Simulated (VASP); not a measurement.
Input:

```xyz
59
Lattice="7.8922 0.0000 0.0000 0.0000 7.8922 0.0000 0.0000 0.0000 11.8382" Properties=species:S:1:pos:R:3 pbc="T T T"
Sr     7.8121     7.8149    11.8256
Sr     0.1232     0.1286     4.0918
Sr     0.1055     0.1316     7.7345
Sr     7.8104     4.0231     0.0006
Sr     0.1258     3.8189     4.0727
Sr     0.1028     3.8112     7.7327
Sr     4.0149     7.8150    11.8166
Sr     3.8128     0.1279     4.0851
Sr     3.7936     0.1206     7.7529
Sr     4.0137     4.0233    11.8297
Sr     3.8115     3.8091     4.0737
Sr     3.7994     3.8115     7.7446
Ti     2.0177     2.0152     1.9166
Ti     1.8714     1.9240     9.9078
Ti     1.9780     5.9775     1.9227
Ti     1.9402     5.8768     5.8515
Ti     1.8309     5.8603     9.7620
Ti     5.9694     2.0075     1.9841
Ti     5.8983     1.9477     5.8728
Ti     5.8096     1.9205     9.7623
Ti     5.9497     5.9453     1.9347
Ti     5.8802     5.8940     5.7880
Ti     5.7582     5.8815     9.6444
O      1.9469     7.8423     1.8689
O      7.8438     1.9524     1.8940
O      1.9763     1.9799     0.0004
O      1.9828     0.0340     5.9360
O      7.7841     1.9672     5.8897
O      1.9761     1.9531     3.7702
O      2.0545     7.8375     9.9895
O      0.0023     2.0024     9.9932
O      1.9712     1.9948     8.0550
O      1.9450     3.9984     1.8723
O      7.8888     5.8777     1.9663
O      1.9909     5.9221     0.0328
O      1.9796     3.9770     5.9210
O      0.0280     5.9191     5.9666
O      1.9844     5.9464     4.0138
O      2.0531     3.9963     9.9879
O      0.0595     5.9616     9.9542
O      2.0060     5.8752     7.8908
O      5.8745     7.8657     1.9555
O      3.9655     1.9545     1.8526
O      5.9158     1.9772     0.0181
O      5.9607     7.8608     5.9431
O      4.0556     1.9752     5.9435
O      5.9045     1.9844     3.9549
O      5.9946     0.0106     9.9488
O      4.0109     2.0050     9.9622
O      5.9329     1.9842     7.9179
O      5.8774     3.9460     1.9488
O      3.9305     5.8766     1.9615
O      5.9416     5.9243     0.0691
O      5.9372     3.9886     5.9541
O      3.9576     5.9587     5.9584
O      5.9355     5.9223     4.0014
O      5.9976     3.9791     9.9457
O      3.9930     5.9601     9.9619
O      5.9313     5.9254     7.9095
```
Cell charge +1.

Calculation: PBE GGA, VASP's PBE PAW potentials (set 64) (plane waves; VASP). Settings: PREC = Normal, LREAL = Auto, ISYM = 0, NELECT = 379.0, EDIFF = 1E-5, 400 eV cut-off, 1×1×1 Γ-centred mesh, Gaussian smearing of 0.050 eV, potentials Sr_sv Ti O. Starting moments (MAGMOM): 59*0.0169. The cell's moment is fixed (NUPDOWN = 1).

The cell is charged, with a uniform compensating background. The supercell is sampled at Γ alone, which is coarse: total energies, pressure and levels can be off, energies of defects by several tenths of an eV.

Problem. The ions are relaxed. Which structure does the run end with?

Solution. 
```xyz
59
Lattice="7.8922 0.0000 0.0000 0.0000 7.8922 0.0000 0.0000 0.0000 11.8382" Properties=species:S:1:pos:R:3 pbc="T T T"
Sr     0.0238     7.8601    11.7763
Sr     0.0796     0.0625     3.9051
Sr     0.0278     7.8618     7.7734
Sr     7.8851     4.0536    11.7906
Sr     0.0628     3.9314     3.8980
Sr     0.0220     3.9056     7.7612
Sr     3.9921     7.8890    11.7178
Sr     3.8384     0.0656     3.9915
Sr     3.7452     0.0355     7.7810
Sr     3.9915     3.9864    11.7178
Sr     3.8485     3.9084     3.9545
Sr     3.7120     3.8212     7.7385
Ti     2.0087     2.0383     1.8273
Ti     1.8559     1.9304     9.7925
Ti     2.0417     5.9770     1.8517
Ti     1.9279     5.9178     5.7846
Ti     1.9030     5.8675     9.7504
Ti     5.9519     2.0310     1.8682
Ti     5.8883     1.9698     5.8957
Ti     5.9016     1.9221     9.7176
Ti     5.9548     5.9936     1.8873
Ti     5.8420     5.9111     5.8018
Ti     5.8503     5.8678     9.7046
O      1.7509     7.8675     1.9403
O      7.8371     1.9291     1.9570
O      2.3327     1.9589     0.0219
O      1.8553     7.7946     5.8785
O      0.0425     1.9905     5.5987
O      2.1682     1.9698     3.8048
O      2.1223     0.0215     9.9150
O      0.0562     2.0430    10.2752
O      1.7475     1.9874     7.9940
O      1.7301     3.9368     1.9116
O      7.8095     5.8760     2.1336
O      1.9664     5.9268     0.0202
O      1.8705     4.0168     5.8682
O      7.8721     5.8784     6.0157
O      1.9967     5.9046     3.9353
O      2.1356     3.9746     9.9287
O      0.0502     5.9913     9.9736
O      1.9790     5.9129     7.9212
O      5.7359     7.8879     2.1067
O      3.8770     1.9444     2.2932
O      5.6915     1.9798     0.0697
O      6.0442     7.8608     6.0181
O      4.0833     1.9134     6.0238
O      6.0593     1.9851     4.0330
O      6.0573     0.0402     9.9904
O      4.0512     2.0319     9.6630
O      6.2957     1.9399     7.9174
O      5.7649     3.9140     2.0834
O      3.8851     5.8376     2.0782
O      5.9421     5.9243     0.0702
O      5.9863     3.9484     6.0880
O      3.9280     5.9080     6.0686
O      5.8483     5.8763     4.0108
O      6.0550     3.9701     9.9525
O      4.0027     5.9952     9.9820
O      5.9418     5.9687     7.9251
```
Cell charge +1. The cell ends with 1.00 μB, on the first 30 sites 0.00 0.00 0.00 0.00 0.00 0.00 0.00 0.00 0.00 0.00 0.00 0.00 0.06 0.02 0.02 0.00 0.02 0.02 -0.07 0.02 0.02 -0.04 0.02 -0.07 -0.10 -0.01 0.37 0.70 -0.51 -0.05 μB.

Problem. How much energy does the relaxation gain?

Solution. The energy (σ→0) changes by -32.4 meV/atom, in 71 ionic steps.

The cell is a supercell with a defect, built from SrTiO3 (cubic perovskite, the ideal cubic form; the compound distorts at low or room temperature): vac_Ti, charge +1.
